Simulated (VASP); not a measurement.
OSZICAR of a VASP run on ErPd₃ (space group Pm-3m):

File OSZICAR:
```
       N       E                     dE             d eps       ncg     rms          rms(c)
DAV:   1     0.281287624678E+03    0.28129E+03   -0.16188E+04   824   0.307E+03
DAV:   2     0.163690373942E+02   -0.26492E+03   -0.24906E+03   602   0.434E+02
DAV:   3    -0.232684828202E+02   -0.39638E+02   -0.36724E+02   747   0.132E+02
DAV:   4    -0.271309561138E+02   -0.38625E+01   -0.37930E+01   904   0.354E+01
DAV:   5    -0.275462789296E+02   -0.41532E+00   -0.41374E+00   920   0.116E+01    0.469E+01
DAV:   6    -0.427902930551E+02   -0.15244E+02   -0.72174E+01   744   0.150E+02    0.115E+02
DAV:   7    -0.308146673001E+02    0.11976E+02   -0.56130E+00   808   0.385E+01    0.755E+01
DAV:   8    -0.437011610421E+02   -0.12886E+02   -0.53335E+01   699   0.204E+02    0.949E+01
DAV:   9    -0.396557630051E+02    0.40454E+01   -0.36247E+00   797   0.109E+01    0.763E+01
DAV:  10    -0.307017377334E+02    0.89540E+01   -0.48975E+00   752   0.194E+01    0.564E+01
DAV:  11    -0.307534253067E+02   -0.51688E-01   -0.19159E-01   716   0.220E+00    0.585E+01
DAV:  12    -0.306901005720E+02    0.63325E-01   -0.17870E-02   822   0.118E+00    0.595E+01
DAV:  13    -0.308337925082E+02   -0.14369E+00   -0.44245E-02   783   0.112E+00    0.614E+01
DAV:  14    -0.306570145376E+02    0.17678E+00   -0.15368E-01   689   0.234E+00    0.592E+01
DAV:  15    -0.299347515974E+02    0.72226E+00   -0.93030E-01   602   0.579E+00    0.569E+01
DAV:  16    -0.303470868176E+02   -0.41234E+00   -0.20571E-01   697   0.438E+00    0.597E+01
DAV:  17    -0.274129127133E+02    0.29342E+01   -0.61173E+00   735   0.275E+01    0.665E+01
DAV:  18    -0.269418418783E+02    0.47107E+00   -0.25383E-01   780   0.399E+00    0.644E+01
DAV:  19    -0.283565812051E+02   -0.14147E+01   -0.28781E-01   710   0.126E+01    0.640E+01
DAV:  20    -0.255586541258E+02    0.27979E+01   -0.60423E-01   793   0.723E+00    0.573E+01
DAV:  21    -0.536539308416E+01    0.20193E+02   -0.10102E+00   718   0.273E+01    0.284E+01
DAV:  22     0.139744383124E+02    0.19340E+02   -0.17858E+00   783   0.348E+01    0.266E+01
DAV:  23     0.157612799228E+02    0.17868E+01   -0.36561E-01   778   0.454E+00    0.264E+01
DAV:  24     0.183425815697E+02    0.25813E+01   -0.73569E-02   690   0.618E+00    0.270E+01
DAV:  25    -0.195149165607E+02   -0.37857E+02   -0.31946E+00   716   0.261E+01    0.419E+01
DAV:  26    -0.205006520691E+02   -0.98574E+00   -0.61135E-01   802   0.486E+00    0.439E+01
DAV:  27    -0.239249457543E+02   -0.34243E+01   -0.58352E-01   719   0.970E+00    0.600E+01
DAV:  28    -0.246475043429E+02   -0.72256E+00   -0.10634E+00   764   0.118E+01    0.606E+01
DAV:  29    -0.250536481867E+02   -0.40614E+00   -0.96717E-02   739   0.740E+00    0.652E+01
DAV:  30    -0.259305423193E+02   -0.87689E+00   -0.17697E-01   731   0.144E+01    0.675E+01
DAV:  31    -0.271009368370E+02   -0.11704E+01   -0.23104E+00   737   0.112E+01    0.613E+01
DAV:  32    -0.270102723852E+02    0.90664E-01   -0.71081E-02   774   0.238E+00    0.603E+01
DAV:  33    -0.267780770294E+02    0.23220E+00   -0.17887E-02   786   0.336E+00    0.564E+01
DAV:  34    -0.268297021604E+02   -0.51625E-01   -0.12919E-02   684   0.132E+00    0.624E+01
DAV:  35    -0.268775202144E+02   -0.47818E-01   -0.30579E-03   750   0.142E+00    0.602E+01
DAV:  36    -0.266310747999E+02    0.24645E+00   -0.83957E-02   813   0.106E+01    0.615E+01
DAV:  37    -0.261855791126E+02    0.44550E+00   -0.32590E-01   810   0.109E+01    0.535E+01
DAV:  38    -0.260927280302E+02    0.92851E-01   -0.37744E-01   798   0.351E+00    0.454E+01
DAV:  39    -0.260047633858E+02    0.87965E-01   -0.57570E-01   713   0.774E+00    0.303E+01
DAV:  40    -0.260255029264E+02   -0.20740E-01   -0.29009E-02   758   0.257E+00    0.291E+01
DAV:  41    -0.259781278865E+02    0.47375E-01   -0.91152E-03   758   0.243E+00    0.298E+01
DAV:  42    -0.258403281306E+02    0.13780E+00   -0.13390E-02   713   0.330E+00    0.293E+01
DAV:  43    -0.257386266909E+02    0.10170E+00   -0.15557E-02   817   0.331E+00    0.285E+01
DAV:  44    -0.257761295755E+02   -0.37503E-01   -0.47749E-03   716   0.513E-01    0.283E+01
DAV:  45    -0.258840984050E+02   -0.10797E+00   -0.12149E-01   690   0.360E+00    0.281E+01
DAV:  46    -0.261363281015E+02   -0.25223E+00   -0.62290E-02   706   0.632E+00    0.222E+01
DAV:  47    -0.261826022849E+02   -0.46274E-01   -0.65554E-02   760   0.288E+00    0.168E+01
DAV:  48    -0.261288544109E+02    0.53748E-01   -0.30532E-02   785   0.325E+00    0.141E+01
DAV:  49    -0.261278591257E+02    0.99529E-03   -0.88154E-03   806   0.106E+00    0.138E+01
DAV:  50    -0.260427644484E+02    0.85095E-01   -0.25592E-02   706   0.427E+00    0.111E+01
DAV:  51    -0.260419998338E+02    0.76461E-03   -0.16760E-01   708   0.449E+00    0.646E+00
DAV:  52    -0.260957976105E+02   -0.53798E-01   -0.79855E-02   809   0.285E+00    0.671E+00
DAV:  53    -0.261006730339E+02   -0.48754E-02   -0.45383E-03   792   0.550E-01    0.678E+00
DAV:  54    -0.260988213728E+02    0.18517E-02   -0.66653E-04   872   0.231E-01    0.664E+00
DAV:  55    -0.260815224271E+02    0.17299E-01   -0.21615E-03   730   0.167E+00    0.932E+00
DAV:  56    -0.260853362510E+02   -0.38138E-02   -0.23495E-03   749   0.581E-01    0.856E+00
DAV:  57    -0.261076502811E+02   -0.22314E-01   -0.46291E-03   722   0.271E+00    0.657E+00
DAV:  58    -0.261288132535E+02   -0.21163E-01   -0.97078E-03   787   0.286E+00    0.799E+00
DAV:  59    -0.261558493705E+02   -0.27036E-01   -0.34963E-03   792   0.129E+00    0.846E+00
DAV:  60    -0.261636733048E+02   -0.78239E-02   -0.32683E-03   712   0.170E+00    0.727E+00
DAV:  61    -0.261771704202E+02   -0.13497E-01   -0.33493E-02   755   0.617E+00    0.991E+00
DAV:  62    -0.261787529702E+02   -0.15826E-02   -0.58419E-03   693   0.205E+00    0.891E+00
DAV:  63    -0.261480738718E+02    0.30679E-01   -0.93300E-03   832   0.416E+00    0.779E+00
DAV:  64    -0.261048811890E+02    0.43193E-01   -0.87194E-03   841   0.341E+00    0.842E+00
DAV:  65    -0.260918239197E+02    0.13057E-01   -0.20074E-02   795   0.168E+00    0.863E+00
DAV:  66    -0.260886377825E+02    0.31861E-02   -0.25778E-02   658   0.454E+00    0.872E+00
DAV:  67    -0.260891184586E+02   -0.48068E-03   -0.14920E-03   793   0.101E+00    0.880E+00
DAV:  68    -0.260748570234E+02    0.14261E-01   -0.11598E-03   706   0.814E-01    0.891E+00
DAV:  69    -0.260789754152E+02   -0.41184E-02   -0.22248E-04   726   0.927E-02    0.891E+00
DAV:  70    -0.260776509985E+02    0.13244E-02   -0.18648E-05   708   0.815E-02    0.890E+00
DAV:  71    -0.261451446268E+02   -0.67494E-01   -0.11009E-01   756   0.688E+00    0.148E+01
DAV:  72    -0.262427259456E+02   -0.97581E-01   -0.17633E-02   841   0.197E+00    0.172E+01
DAV:  73    -0.262170357410E+02    0.25690E-01   -0.53055E-03   748   0.116E+00    0.172E+01
DAV:  74    -0.262213589144E+02   -0.43232E-02   -0.31154E-02   661   0.227E+00    0.158E+01
DAV:  75    -0.262422322683E+02   -0.20873E-01   -0.51121E-03   839   0.140E+00    0.151E+01
DAV:  76    -0.261569565613E+02    0.85276E-01   -0.33236E-02   708   0.332E+00    0.107E+01
DAV:  77    -0.261344946332E+02    0.22462E-01   -0.41081E-02   812   0.349E+00    0.671E+00
DAV:  78    -0.261309192885E+02    0.35753E-02   -0.27870E-03   685   0.585E-01    0.642E+00
DAV:  79    -0.261320452607E+02   -0.11260E-02   -0.50686E-04   735   0.221E-01    0.610E+00
DAV:  80    -0.261453608835E+02   -0.13316E-01   -0.27244E-03   724   0.982E-01    0.549E+00
DAV:  81    -0.261639282014E+02   -0.18567E-01   -0.16219E-03   779   0.169E+00    0.514E+00
DAV:  82    -0.261681198974E+02   -0.41917E-02   -0.52368E-04   898   0.456E-01    0.485E+00
DAV:  83    -0.261697024081E+02   -0.15825E-02   -0.70884E-05   788   0.282E-01    0.473E+00
DAV:  84    -0.261685311338E+02    0.11713E-02   -0.62161E-05   826   0.231E-01    0.482E+00
DAV:  85    -0.261694026101E+02   -0.87148E-03   -0.26267E-05   672   0.200E-01    0.469E+00
DAV:  86    -0.261357632440E+02    0.33639E-01   -0.28372E-02   693   0.594E+00    0.224E+00
DAV:  87    -0.261487660091E+02   -0.13003E-01   -0.85999E-03   774   0.872E-01    0.185E+00
DAV:  88    -0.261649613523E+02   -0.16195E-01   -0.67792E-04   774   0.750E-01    0.222E+00
DAV:  89    -0.261684700400E+02   -0.35087E-02   -0.19640E-04   880   0.452E-01    0.203E+00
DAV:  90    -0.261716270648E+02   -0.31570E-02   -0.20426E-04   734   0.169E-01    0.236E+00
DAV:  91    -0.261734521120E+02   -0.18250E-02   -0.10584E-04   718   0.382E-01    0.239E+00
DAV:  92    -0.261716015576E+02    0.18506E-02   -0.77658E-05   819   0.431E-01    0.266E+00
DAV:  93    -0.261704186876E+02    0.11829E-02   -0.58103E-05   761   0.149E-01    0.275E+00
DAV:  94    -0.261747820397E+02   -0.43634E-02   -0.80203E-05   729   0.430E-01    0.274E+00
DAV:  95    -0.261781328617E+02   -0.33508E-02   -0.43968E-04   792   0.469E-01    0.255E+00
DAV:  96    -0.261834466378E+02   -0.53138E-02   -0.40259E-04   637   0.518E-01    0.312E+00
DAV:  97    -0.261831838338E+02    0.26280E-03   -0.27895E-04   769   0.421E-01    0.327E+00
DAV:  98    -0.261835072781E+02   -0.32344E-03   -0.14458E-04   741   0.112E-01    0.315E+00
DAV:  99    -0.261820212163E+02    0.14861E-02   -0.90478E-05   819   0.327E-01    0.272E+00
DAV: 100    -0.261816101516E+02    0.41106E-03   -0.58157E-05   826   0.167E-01
   1 F= -.26181610E+02 E0= -.26139197E+02  d E =-.848254E-01  mag=     2.1948
```

Question: Which electronic solver shows in the log?

Answer: It is blocked Davidson (ALGO = Normal, or the opening steps of other solvers). The INCAR had ALGO = Normal.

Question: How was spin treated?

Answer: Collinear spin (ISPIN = 2): the summary line carries one mag value, 2.19 μB in the cell.

Question: Can the final energy be trusted as converged?

Answer: The run did not converge; its last values are not results. It stopped with EDIFF = 1E-6, NELM = 100 (PBEsol GGA, plane waves, VASP's PBE PAW potentials (set 64)).

The structure comes from a measured ErPd3 entry of the Crystallography Open Database, whose conditions weren't checked. The cell was not relaxed at this level. The k-mesh is coarse (spacing up to 0.78 per Å, 2π included), so the numbers may not be converged in it. The run is one of a series of settings (KPOINTS 2×2×2 Γ-centred mesh against the base run), some of them coarse on purpose.
